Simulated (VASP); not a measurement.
A convergence study with VASP on NbC: one setting is varied, all else stays as given below, so the limit is that of these other settings.

```xyz
8
Lattice="3.1513 0.0000 0.0000 -3.1513 3.1513 0.0000 0.0000 0.0000 20.6849" Properties=species:S:1:pos:R:3 pbc="T T T"
C      0.0000     0.0000     7.0000
C      1.5756     1.5756     9.2283
C      0.0000     0.0000    11.4566
C      1.5756     1.5756    13.6849
Nb     0.0000     0.0000     9.2283
Nb     1.5756     1.5756     7.0000
Nb     0.0000     0.0000    13.6849
Nb     1.5756     1.5756    11.4566
```

Calculation: PBE GGA, VASP's PBE PAW potentials (set 64) (plane waves; VASP 6.6.1). The tightest run used: 400 eV cut-off, 12×12×1 Γ-centred mesh, Fermi-Dirac smearing of 0.10 eV, potentials C Nb_sv.

Problem. The settings run are 3×3×1 mesh; 4×4×1 mesh; 5×5×1 mesh; 6×6×1 mesh; 7×7×1 mesh; 8×8×1 mesh; 9×9×1 mesh; 11×11×1 mesh; 12×12×1 mesh. From which on does the energy per atom stay within 0.005 eV/atom of the tightest run?

Solution. From 5×5×1 mesh on: it is off by 0.0009 there and by no more than 0.005 in any finer run, while 4×4×1 mesh is off by 0.0333.
| setting | E (eV/atom) | irreducible k-points | difference judged (eV/atom) |
|---|---|---|---|
| 3×3×1 mesh | -9.8984 | 3 | 0.0994 |
| 4×4×1 mesh | -9.9646 | 6 | 0.0333 |
| 5×5×1 mesh | -9.9987 | 6 | 0.0009 |
| 6×6×1 mesh | -9.9994 | 10 | 0.0015 |
| 7×7×1 mesh | -10.0010 | 10 | 0.0031 |
| 8×8×1 mesh | -9.9989 | 15 | 0.0011 |
| 9×9×1 mesh | -9.9987 | 15 | 0.0008 |
| 11×11×1 mesh | -9.9994 | 21 | 0.0015 |
| 12×12×1 mesh | -9.9979 | 28 | 0.0000 |

VASP warned of too few bands at 3×3×1 mesh.

Left out are rungs that failed or repeat a setting and relaxations that didn't move; long series are thinned to 24 rows.

The cell is a sheet or thin cut with vacuum, built from a generated structure. VASP warned that the highest band is occupied, so more bands are needed.
